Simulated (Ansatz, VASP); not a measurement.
# Cross-check of Ag (Ag(110)) between VASP and Ansatz, part 2 of 2

Wanted: the spread between two codes on one cell, functional and k mesh.  Other levels of theory on this material are compared in a session of their own.

VASP 6.6.1 and Ansatz 0.2.0.

So far: Starting point; VASP: single point, r2SCAN.

## 3. Ansatz: single point, r2SCAN

Level of this step: Ansatz beside VASP: Kohn-Sham DFT, plane waves, r2SCAN (Ansatz).

Ansatz runs on its default PAW (the set named soft_2) files.

The same cell, functional, mesh and smearing now go to Ansatz, which takes its cutoff from its data sets.

File input.yaml:

```yaml
crystal:
  lattice:
    - [4.09, 0.0, 0.0]
    - [0.0, 2.8920667351, 0.0]
    - [0.0, 0.0, 26.6762002052]
  atoms:
    - { symbol: Ag, position: [0.0, 0.0, 0.3373793843] }
    - { symbol: Ag, position: [0.5, 0.5, 0.3915862562] }
    - { symbol: Ag, position: [0.0, 0.0, 0.4457931281] }
    - { symbol: Ag, position: [0.5, 0.5, 0.5] }
    - { symbol: Ag, position: [0.0, 0.0, 0.5542068719] }
    - { symbol: Ag, position: [0.5, 0.5, 0.6084137438] }
    - { symbol: Ag, position: [0.0, 0.0, 0.6626206157] }
hamiltonian:
  xc: r2scan
  pseudopotentials: { kind: paw }
kpoints:
  mp_grid: { grid: [6, 9, 1] }
scf:
  occupations: { method: methfessel_paxton, width: 0.1 }
  n_extra_bands: 5
efield:
  axis: 3
  dipole_correction: true
  ramp_width: 0.04
output:
  forces: true
  eigenvalues: true
```

On the command line:

```sh
$ ansatz run input.yaml --threads 4 --pin off --max-ram 9216MiB --backend cpu --events-out ev --progress --plain --runs-dir out
```

Numbers of over 12 decimals in the logs are rounded to 6 here.

The program printed:

```text
scf.n_extra_bands = 5 over 67 filled bands (N_el = 133.0): the run solves 72 bands
Engine: ansatz 0.2.0, aarch64-unknown-linux-gnu
Pseudopotentials: kind: paw
Pseudopotential: Ag, paw, valence charge 19, recommended cutoff 500 eV (meta_gga), Ag.paw.azcp
Functional definition: r2SCAN
  parameter k0 = 0.174
  parameter k1 = 0.065
  parameter a1 = 4.9479
  exchange = r2scan_x(k0 = k0, k1 = k1, a1 = a1)
  correlation = r2scan_c
Crystal: 7 atoms, lattice volume = 315.541 Å³
Basis set: ecut = 500 eV, 8029 PW (Γ), exchange–correlation on 120×96×800 points (64 copies of the dense FFT grid, shifted against one another)
Bands: 72, of which v1, the nominal top of the filled ones, is band 67 counted from 1 (66 counted from 0)
Symmetry: 4 space group operations
k-points: 20 of 54
Non-local potential: Ag, projectors of the file, l = 0: 3, l = 1: 2, l = 2: 2, l = 3: 1
PAW form: soft (Blöchl's): semilocal exchange-correlation on the pseudo side does not see the compensation charge
PAW frozen core: Ag, regenerated for the run's functional (the file was generated under x = pbe(κ = 0.804, μ = 0.219515), c = pbe(β = 0.066725))
PAW one-centre angular grid: Ag, 590 points (default); XC on 160 Gauss nodes
Initial density: superposition of atomic densities (neutral atoms: chi_scale 0, normalization atom), corrected by the library's trained network
Initial wavefunctions: pseudopotential atomic-orbital guess
Functional: x = r2scan, c = r2scan; τ floored in thin density (d = 2e-4 eV/Å³)
SCF iter   1: F=—  HF=-53226.039925 eV  |F-HF|=—  |Δ(HF+E_count)|=         —  Δρ=6.99e-3  dr2=1.48e-1  dr2_τ=4.71e-3  ethr=1.77e-3  p=-0.000 e·Å  D=-2.10e-14 V/Å  ΔV_dip=0.00 eV  dr2_dipole=3.70e-9  V_vac-E_F(+/−)=4.11/4.11 eV  ⟨swp⟩=6.0  Hψ=5712  notcnv=0
efield: sawtooth ramp at fractional position 0.9800 (placed from the atoms, in the widest stretch of the axis that holds none; the zero of the levels goes with the place), width 0.0400; the density the first Hamiltonian is built on has a dipole p = -0.000 e·Å; the dipole correction subtracts the counter field D = -2.10e-14 V/Å, which shifts the + side's vacuum level by +0.00 eV against the − side's; the planar-averaged density in the ramp window peaks in size at 3.4e-6 e/Å³
preconditioner: auto → LDOS  [insulator: Δε(μ)=0.079 eV  Ē_g=7.183 eV  σ=0.100 eV  W_gap=0.60  n_scr=64 (ndim 8)  ℏωp=18.3 eV  f_vac=0.574  D(μ)=1.80/eV (n_scr^D=8)  ε∞_Penn≈7.5  β→1.0]
SCF iter   2: F=—  HF=-53226.082558 eV  |F-HF|=—  |Δ(HF+E_count)|=   4.26e-2  S|Δr|=    0.00e0  Δρ=9.29e-3  dr2=2.39e-1  dr2_τ=1.11e-2  ethr=1.12e-4  p=-0.000 e·Å  D=-4.29e-7 V/Å  ΔV_dip=0.00 eV  dr2_dipole=4.57e-9  V_vac-E_F(+/−)=3.91/3.91 eV  ⟨swp⟩=2.0  Hψ=3220  notcnv=0  defer=17
SCF iter   3: F=—  HF=-53226.022540 eV  |F-HF|=—  |Δ(HF+E_count)|=   6.00e-2  S|Δr|=    0.00e0  Δρ=1.81e-3  dr2=9.35e-3  dr2_τ=5.48e-4  ethr=1.12e-4  p=0.000 e·Å  D=7.77e-7 V/Å  ΔV_dip=-0.00 eV  dr2_dipole=7.78e-10  V_vac-E_F(+/−)=4.03/4.03 eV  ⟨swp⟩=2.0  Hψ=2747  notcnv=0  defer=17
SCF iter   4: F=—  HF=-53226.020242 eV  |F-HF|=—  |Δ(HF+E_count)|=   2.30e-3  S|Δr|=    0.00e0  Δρ=3.48e-4  dr2=4.36e-4  dr2_τ=2.77e-5  ethr=7.03e-6  p=-0.000 e·Å  D=-4.73e-7 V/Å  ΔV_dip=0.00 eV  dr2_dipole=8.66e-11  V_vac-E_F(+/−)=4.04/4.04 eV  ⟨swp⟩=2.2  Hψ=2771  notcnv=0  defer=16
SCF iter   5: F=—  HF=-53226.020271 eV  |F-HF|=—  |Δ(HF+E_count)|=   2.81e-5  S|Δr|=    0.00e0  Δρ=1.99e-4  dr2=2.30e-4  dr2_τ=8.04e-6  ethr=3.28e-7  p=0.000 e·Å  D=3.37e-7 V/Å  ΔV_dip=-0.00 eV  dr2_dipole=2.00e-11  V_vac-E_F(+/−)=4.04/4.04 eV  ⟨swp⟩=3.0  Hψ=3237  notcnv=0  defer=16
SCF iter   6: F=—  HF=-53226.020289 eV  |F-HF|=—  |Δ(HF+E_count)|=   1.82e-5  S|Δr|=    0.00e0  Δρ=5.73e-5  dr2=4.18e-5  dr2_τ=3.46e-7  ethr=1.73e-7  p=0.000 e·Å  D=5.11e-8 V/Å  ΔV_dip=-0.00 eV  dr2_dipole=4.22e-12  V_vac-E_F(+/−)=4.04/4.04 eV  ⟨swp⟩=2.0  Hψ=2174  notcnv=0  defer=16
SCF iter   7: F=—  HF=-53226.020118 eV  |F-HF|=—  |Δ(HF+E_count)|=   1.71e-4  S|Δr|=    0.00e0  Δρ=2.28e-5  dr2=1.95e-6  dr2_τ=1.26e-7  ethr=3.14e-8  p=-0.000 e·Å  D=-4.96e-8 V/Å  ΔV_dip=0.00 eV  dr2_dipole=7.02e-14  V_vac-E_F(+/−)=4.04/4.04 eV  ⟨swp⟩=2.0  Hψ=2191  notcnv=0  defer=16
SCF iter   8: F=—  HF=-53226.020118 eV  |F-HF|=—  |Δ(HF+E_count)|=   4.29e-7  S|Δr|=    0.00e0  Δρ=7.69e-6  dr2=1.65e-7  dr2_τ=1.05e-8  ethr=1.46e-9  p=-0.000 e·Å  D=-1.40e-8 V/Å  ΔV_dip=0.00 eV  dr2_dipole=2.72e-14  V_vac-E_F(+/−)=4.04/4.04 eV  ⟨swp⟩=2.0  Hψ=2376  notcnv=0  defer=16
SCF iter   9: F=-53226.020118 eV  HF=-53226.020118 eV  |F-HF|=2.47e-8  |Δ(HF+E_count)|=   3.12e-7  S|Δr|=    0.00e0  Δρ=2.46e-6  dr2=3.63e-8  dr2_τ=1.44e-9  ethr=7.52e-11  p=-0.000 e·Å  D=-2.23e-9 V/Å  ΔV_dip=0.00 eV  dr2_dipole=8.56e-15  V_vac-E_F(+/−)=4.04/4.04 eV  ⟨swp⟩=9.4  Hψ=6505  notcnv=0
SCF 1 converged in 9 iterations: F = -53226.020118 eV  dr2 = 3.63e-8
  greatest PAW one-centre occupation: 1.001 electrons in one spin orbital (limit 2), on the Ag atom at site 0 (counted from 0), in its partial waves of l = 1
SCF converged after 9 iterations
Stability not checked: this state was not tested for a lower state beside it, because cold or Methfessel-Paxton smearing, or corrected tetrahedra, fill the levels in a way that the test cannot read (fill_not_monotonic; see scf.lower_state_search)
Free energy (F): -53226.020118 eV
Harris-Foulkes:  -53226.020118 eV  (|F-HF|=2.47e-8)
Internal energy: -53226.020410 eV  (E = F + TS)
E sigma→0 (E₀):  -53226.020191 eV
Entropy (-TS):   0.000292 eV (0.042 meV/atom)
Fermi energy:    4.088901 eV
Dipole field:    D = -0.000000 V/Å  (p = -0.000000 e·Å, saw-weighted, corrected)
Work function:   Φ+ = 4.0383 eV   Φ− = 4.0383 eV
Levels:          The Fermi level and band energies are counted from a zero that moves with the ramp; work functions are not
--- Per-component energies (eV) ---
  E_band       = -3533.765478
  E_kinetic    = 3696.056687
  E_local      = -248850.860084  (includes V_loc(G=0)·N_el)
  E_nonlocal   = 571.061684
  E_hartree    = 122874.733723
  E_xc         = -1245.947904
  E_vxc        = -1836.622746  (∫ρ·V_xc dr)
  E_paw        = -27459.382201  (= ΣΔE_a)
  E_vpaw       = -2995.873105  (= ΣTr[D̂ρ^β])
  E_aug_tail   = 0.000432  (compensation charges beyond the density's cutoff)
  E_vtau       = 132.943406  (kinetic-family band-sum trace: ∫τ·v_τ [+ j·A + Jᵃ·Aᵃ] dr)
  E_efield     = 0.000000  (sawtooth field / dipole correction)
  E_vefield    = 0.000000  (∫n·V_field dr)
  E_ewald      = 97191.882428
  E_core_change = -3.565175  (= ΣΔE_core)
  E_smearing   = 0.000292  (= −TS)
  E_closure    = 0.000000  (closes the sum)
  Σ components = -53226.020118   (vs F -53226.020118, Δ=0.00e0)
--- Forces (eV/Å), atoms counted from 1 ---
  atom   1  Ag     0.00000000     0.00000000     0.25068183
  atom   2  Ag     0.00000000     0.00000000    -0.29844686
  atom   3  Ag     0.00000000     0.00000000    -0.00279181
  atom   4  Ag     0.00000000     0.00000000    -0.00000058
  atom   5  Ag     0.00000000     0.00000000     0.00279227
  atom   6  Ag     0.00000000     0.00000000     0.29844670
  atom   7  Ag     0.00000000     0.00000000    -0.25068185
  max |Σ_I F_I| component: 2.94e-7 eV/Å
--- Band table (eV; the first three rows and the last of 20) ---
  k-point 0: bands = [... 63 lower, 0.8123, 0.9266, 1.0238, 2.5900, 4.4911, 6.4438, 6.4469, 7.9187, ... 1 higher]
  k-point 1: bands = [... 63 lower, 0.7881, 0.9168, 1.0922, 2.7862, 4.7470, 6.7119, 7.0173, 8.1476, ... 1 higher]
  k-point 2: bands = [... 63 lower, 0.8904, 0.8926, 1.3945, 3.3694, 5.4489, 7.4241, 8.4608, 8.8078, ... 1 higher]
  k-point 19: bands = [... 63 lower, 4.0644, 4.1325, 5.4202, 5.6757, 6.9786, 7.5679, 8.2635, 8.3158, ... 1 higher]
```

The job ended after 18 s (4 threads of Arm Neoverse V2, shared host; peak memory 1.5 GiB).

Reading the cycles: dr2 is the Hartree energy of the density residual (eV), the measure of convergence; HF is the Harris–Foulkes estimate of the energy, which meets the free energy F at convergence.

## 4. Comparison

Known differences besides the potentials themselves: VASP keeps PBE cores, Ansatz makes them for the functional; the data sets hold 133 valence electrons in Ansatz (default PAW (the set named soft_2) files) and 77 in VASP; the cutoff is 500 eV in Ansatz and 350 eV in VASP (PREC = Normal). Total energies have different zeros and are not compared.

Both answers:

```csv
quantity,Ansatz,VASP,difference
"work function, lower of the two faces (eV)",4.04,4.05,-0.01
"work function, higher of the two faces (eV)",4.04,4.05,-0.01
```

Forces (eV/Å; atoms numbered as in POSCAR):

```csv
atom,"Ansatz x, y, z","VASP x, y, z"
Ag1,"0.000, 0.000, 0.251","0.000, 0.000, 0.247"
Ag2,"0.000, 0.000, -0.298","0.000, 0.000, -0.297"
Ag3,"0.000, 0.000, -0.003","0.000, 0.000, -0.002"
Ag4,"0.000, 0.000, 0.000","0.000, 0.000, 0.000"
Ag5,"0.000, 0.000, 0.003","0.000, 0.000, 0.002"
Ag6,"0.000, 0.000, 0.298","0.000, 0.000, 0.297"
Ag7,"0.000, 0.000, -0.251","0.000, 0.000, -0.247"
```

The forces differ by 1.2 meV/Å r.m.s., which is 1.0 % of the r.m.s. force of 0.12 eV/Å (both taken over all components). VASP's log warns that it found no field-free region in the vacuum, so its work functions are uncertain.

## 5. Summary of results

```json
{"r.m.s. force difference (single point, r2SCAN)": "1.2 meV/Å"}
```

The r.m.s. force difference is 1.2 meV/Å (single point, r2SCAN), within the 12 meV/Å picked in this series as the mark of a large difference. 3 further runs of this series are not shown here. How closely two codes agree says nothing of how well the functional describes the real material.

[Lines on the potential files, build, host, timing and source positions are cut from VASP's logs without a mark.]

[Logs are printed without paths, hosts, clocks, repeated set-up lines and the standing remarks that a program may print on its own settings, such as how far it seeks lower states.]

[Hosts, paths, dates, database ids (printed as entryN), source tags and the programs' standing remarks are cut or masked in the printed files.]
